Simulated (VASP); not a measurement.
Write the native input for VASP 6.6.1 that does the following.

| Quantity | Value |
| --- | --- |
| Task | relaxation of cell and atoms |
| Functional | PBE |
| Potentials or basis | VASP PAW PBE potentials, release 64 (Cs_sv, Pb, I, Cl) |
| Cutoff | 300 eV |
| k mesh | 4 × 4 × 4 |
| Occupations | gaussian, width 0.03 eV |
| Spin | no spin polarisation |
| Further INCAR settings | ALGO = Normal; EDIFF = 1e-06; IBRION = 2; EDIFFG = -0.01; NSW = 90; ISIF = 3 |

The structure of Cs2PbI2Cl2 lies in POSCAR:

```
Cs2PbI2Cl2
1.0
   -2.8838975000      2.8838975000      9.7428095000
    2.8838975000     -2.8838975000      9.7428095000
    2.8838975000      2.8838975000     -9.7428095000
Cs Pb I Cl
2 1 2 2
Direct
    0.3686450000      0.3686450000      0.0000000000
    0.6313550000      0.6313550000      0.0000000000
    0.0000000000      0.0000000000      0.0000000000
    0.1663280000      0.1663280000      0.0000000000
    0.8336720000      0.8336720000      0.0000000000
    0.5000000000      0.0000000000      0.5000000000
    0.0000000000      0.5000000000      0.5000000000
```

The cell comes from a database or a generator and needn't be the stable form of this composition.

The input as run:

INCAR

```
PREC = Accurate
ENCUT = 300
EDIFF = 1E-6
ISMEAR = 0
SIGMA = 0.03
LREAL = F
LASPH = T
NELM = 80
ALGO = Normal
ISIF = 3
LWAVE = F
LCHARG = F
GGA = PE
IBRION = 2
NSW = 90
EDIFFG = -0.01
KPAR = 2
```

KPOINTS

```
Automatic mesh
0
Gamma
  4 4 4
```

Potentials or basis: VASP PAW PBE potentials, release 64 (Cs_sv, Pb, I, Cl).

Command:

```sh
$ cat potpaw_PBE.64/Cs_sv/POTCAR potpaw_PBE.64/Pb/POTCAR potpaw_PBE.64/I/POTCAR potpaw_PBE.64/Cl/POTCAR > POTCAR
$ mpirun -np 2 vasp_std > vasp.out
```

Results of the run:

```yaml
Relaxed_volume: 45.84 Å³/atom
Relaxed_cell: a = 10.529 Å, b = 10.529 Å, c = 10.529 Å, α = 148.32°, β = 148.32°, γ = 45.41°
Space_group_after_relaxing_to_0.05_Å: I4/mmm (No. 139)
Energy_gained_by_relaxing: 0.3 meV/atom
Ionic_steps: 3
Pressure_after_relaxing: 0.0 GPa
Largest_force_after_relaxing: 0.006 eV/Å
Band_gap_on_the_k_mesh: 2.49 eV, direct
```

Caveat: the cutoff is under 1.25 times the usual one of these potentials, so pressure, stress and relaxed cells hold a basis-set (Pulay) error; spin-orbit coupling is left out, which as a rule narrows the gap of such compounds by several tenths of an eV.

Wall time 3.2 min on 2 MPI ranks on AMD EPYC 7R13 Processor (Zen 3), with other jobs on the host, peak memory 0.52 GiB a rank.
